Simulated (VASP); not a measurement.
These are PBEsol GGA, VASP's PBE PAW potentials (set 64) (plane waves; VASP 6.6.1) values and carry that method's errors.

A VASP calculation is set up with these files.

KPOINTS:
```
k-points along high-symmetry lines
15
Line-mode
Reciprocal
  0.000000   0.000000   0.000000 ! GAMMA
  0.500000   0.000000   0.500000 ! X

  0.500000   0.000000   0.500000 ! X
  0.625000   0.250000   0.625000 ! U

  0.375000   0.375000   0.750000 ! K
  0.000000   0.000000   0.000000 ! GAMMA

  0.000000   0.000000   0.000000 ! GAMMA
  0.500000   0.500000   0.500000 ! L

  0.500000   0.500000   0.500000 ! L
  0.500000   0.250000   0.750000 ! W

  0.500000   0.250000   0.750000 ! W
  0.500000   0.000000   0.500000 ! X
```

### INCAR
```
SYSTEM = HfSi
PREC = Accurate
ENCUT = 400
EDIFF = 1E-7
NELM = 100
ALGO = Normal
LREAL = .FALSE.
LASPH = .TRUE.
ISMEAR = 0
SIGMA = 0.05
GGA = PS
LMAXMIX = 6
LWAVE = .FALSE.
LCHARG = .FALSE.
LORBIT = 11
ICHARG = 11
```

**POSCAR**
```
HfSi
1
    0.0000000000     2.6481981967     2.6481981967
    2.6481981967     0.0000000000     2.6481981967
    2.6481981967     2.6481981967     0.0000000000
Hf Si
1 1
Direct
  0.0000000000   0.0000000000   0.0000000000
  0.5000000000   0.5000000000   0.5000000000
```

POTCAR, in this order: Hf_pv Si (PBE.64 set). Program: vasp_std. Read from the step before: CHGCAR.

Output

### OSZICAR
```
       N       E                     dE             d eps       ncg     rms          rms(c)
DAV:   1     0.177153097779E+02    0.17715E+02   -0.65086E+03  1988   0.931E+02
DAV:   2    -0.140946494008E+02   -0.31810E+02   -0.30073E+02  2440   0.168E+02
DAV:   3    -0.152244474648E+02   -0.11298E+01   -0.10815E+01  2674   0.232E+01
DAV:   4    -0.152400074477E+02   -0.15560E-01   -0.15384E-01  2465   0.268E+00
DAV:   5    -0.152403541766E+02   -0.34673E-03   -0.34565E-03  2669   0.282E-01
DAV:   6    -0.152403621981E+02   -0.80214E-05   -0.80206E-05  2638   0.299E-02
DAV:   7    -0.152403622767E+02   -0.78588E-07   -0.78687E-07  2740   0.316E-03
   1 F= -.15240362E+02 E0= -.15236810E+02  d E =-.710448E-02
```

### OUTCAR
```
 val. band max:        6.3381159185   @ k =   0.5357   0.0714   0.5357

 cond. band min:       6.3536965365   @ k =   0.0000   0.0000   0.0000



 k-point     1 :       0.0000    0.0000    0.0000
  band No.  band energies     occupation
      1     -24.2633      2.00000
      2     -24.2633      2.00000
      3     -24.2633      2.00000
      4      -4.2170      2.00000
      5       6.3537      0.98013
      6       6.3537      0.98013
      7       6.3537      0.98012
      8       7.1527      0.00000
      9       7.1527      0.00000
     10       8.7507      0.00000
     11       8.7507      0.00000

 k-point     2 :       0.0357    0.0000    0.0357
  band No.  band energies     occupation
      1     -24.2656      2.00000
      2     -24.2641      2.00000
      3     -24.2641      2.00000
      4      -4.1841      2.00000
      5       6.3123      1.74800
      6       6.3283      1.51272
      7       6.3283      1.51271
      8       6.8659      0.00000
      9       7.1661      0.00000
     10       8.8203      0.00000
     11       8.8204      0.00000

 k-point     3 :       0.0714    0.0000    0.0714
  band No.  band energies     occupation
      1     -24.2721      2.00000
      2     -24.2665      2.00000
      3     -24.2665      2.00000
      4      -4.0864      2.00000
      5       6.1941      1.99999
      6       6.2630      1.98892
      7       6.2630      1.98892
      8       6.2775      1.96674
      9       7.2066      0.00000
     10       9.0159      0.00000
     11       9.0159      0.00000

 k-point     4 :       0.1071    0.0000    0.1071
  band No.  band energies     occupation
      1     -24.2825      2.00000
      2     -24.2704      2.00000
      3     -24.2704      2.00000
      4      -3.9271      2.00000
      5       5.6221      2.00000
      6       6.0146      2.00000
      7       6.1820      2.00000
      8       6.1820      2.00000
      9       7.2727      0.00000
     10       9.3061      0.00000
...
```

The density is held fixed in this step, so its total energy and stress have no physical meaning. Unless said otherwise, spin-orbit coupling is left out, though it shifts the bands of the heavy elements here.

The structure was generated: HfSi was put into the rock salt type (Fm-3m), which need not be its known phase. It was relaxed first, which changed the volume by -37 %.
